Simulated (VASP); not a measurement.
Input:

```
Tc
1.0
    2.74739     0.00000     0.00000
   -1.37369     2.37931     0.00000
    0.00000     0.00000     4.40140
Tc
2
Direct
  0.66667   0.33333   0.75000
  0.33333   0.66667   0.25000
```

Level of theory: PBE GGA, VASP's PBE PAW potentials (set 64) (plane waves; VASP). Run with PREC = Normal, EDIFF = 1E-5, 400 eV cut-off, 17×17×9 Γ-centred mesh, first-order Methfessel-Paxton smearing of 0.10 eV, potentials Tc_pv.

**Question.** What does the run give for the energy per atom (σ→0), band gap (on the k-mesh) with the smallest direct gap where there is one?

**Answer.** 
* **band gap (on the k-mesh)**: none (metal, semimetal or under 0.01 eV)
* **energy per atom (σ→0)**: -10.351 eV/atom

Only differences to runs with the same potentials and settings are physical.

The compound is Tc in the hcp structure. It was relaxed first.
